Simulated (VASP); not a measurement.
OSZICAR of a VASP run on Cs2O2 (space group Immm):

### OSZICAR
```
       N       E                     dE             d eps       ncg     rms          rms(c)
DAV:   1     0.216227258619E+03    0.21623E+03   -0.14058E+04  2432   0.138E+03
DAV:   2    -0.404024791047E+01   -0.22027E+03   -0.21544E+03  3471   0.263E+02
DAV:   3    -0.198758601261E+02   -0.15836E+02   -0.15766E+02  2914   0.832E+01
DAV:   4    -0.200570356492E+02   -0.18118E+00   -0.18097E+00  3418   0.930E+00
DAV:   5    -0.200585296971E+02   -0.14940E-02   -0.14939E-02  3174   0.715E-01    0.973E+00
DAV:   6    -0.168717040834E+02    0.31868E+01   -0.98032E+00  3433   0.263E+01    0.366E+00
DAV:   7    -0.167416613792E+02    0.13004E+00   -0.15673E+00  2932   0.749E+00    0.240E+00
DAV:   8    -0.166829357100E+02    0.58726E-01   -0.59195E-01  2804   0.537E+00    0.115E+00
DAV:   9    -0.166569362713E+02    0.25999E-01   -0.34008E-01  2941   0.342E+00    0.536E-01
DAV:  10    -0.166575506443E+02   -0.61437E-03   -0.80052E-02  2813   0.169E+00    0.277E-01
DAV:  11    -0.166567916071E+02    0.75904E-03   -0.12691E-02  2811   0.723E-01    0.450E-02
DAV:  12    -0.166570352979E+02   -0.24369E-03   -0.16518E-03  3033   0.226E-01    0.424E-02
DAV:  13    -0.166570353821E+02   -0.84149E-07   -0.48231E-04  2843   0.121E-01    0.176E-02
DAV:  14    -0.166570374363E+02   -0.20542E-05   -0.67347E-05  2900   0.516E-02    0.325E-03
DAV:  15    -0.166570393552E+02   -0.19190E-05   -0.72306E-06  2611   0.166E-02    0.623E-04
DAV:  16    -0.166570394506E+02   -0.95399E-07   -0.24597E-07  2895   0.240E-03
   1 F= -.16657039E+02 E0= -.16657039E+02  d E =0.000000E+00
```

Which electronic solver shows in the log?

It is blocked Davidson (ALGO = Normal, or the opening steps of other solvers). The INCAR had ALGO = Normal.

Can the final energy be trusted as converged?

Self-consistency was reached. It stopped with EDIFF = 1E-7, NELM = 100 (PBEsol GGA, plane waves, VASP's PBE PAW potentials (set 64)).

The structure comes from a computed database's Cs2O2 entry (Immm); how it stands against other phases isn't given here. It was relaxed first.
